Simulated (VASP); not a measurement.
LaB (relaxed from the rock salt structure, space group Fm-3m): computed properties

These are PBE GGA, VASP's PBE PAW potentials (set 64) (plane waves; VASP) values and carry that method's errors.

- space group = Fm-3m (225)
- cell = a = b = c = 5.669 Å, α = β = γ = 90.00°
- volume per atom = 22.78 Å³/atom
- band gap (over mesh and band path) = none (metal, semimetal or under 0.01 eV)
- density = 5.46 g/cm³

```cif
data_BLa
_chemical_formula_sum 'La1 B1'
_space_group_name_H-M_alt 'P 1'
_space_group_IT_number 1
_cell_length_a 4.00890
_cell_length_b 4.00890
_cell_length_c 4.00890
_cell_angle_alpha 60.000
_cell_angle_beta 60.000
_cell_angle_gamma 60.000
loop_
_space_group_symop_operation_xyz
  'x, y, z'
loop_
_atom_site_label
_atom_site_type_symbol
_atom_site_fract_x
_atom_site_fract_y
_atom_site_fract_z
_atom_site_occupancy
La1 La 0.00000 0.00000 0.00000 1
B1 B 0.50000 0.50000 0.50000 1
```

The structure was generated: LaB was put into the rock salt type (Fm-3m), which need not be its known phase. It was relaxed first, which changed the volume by -27 %. Symmetry was kept, so distortions that lower it aren't found.
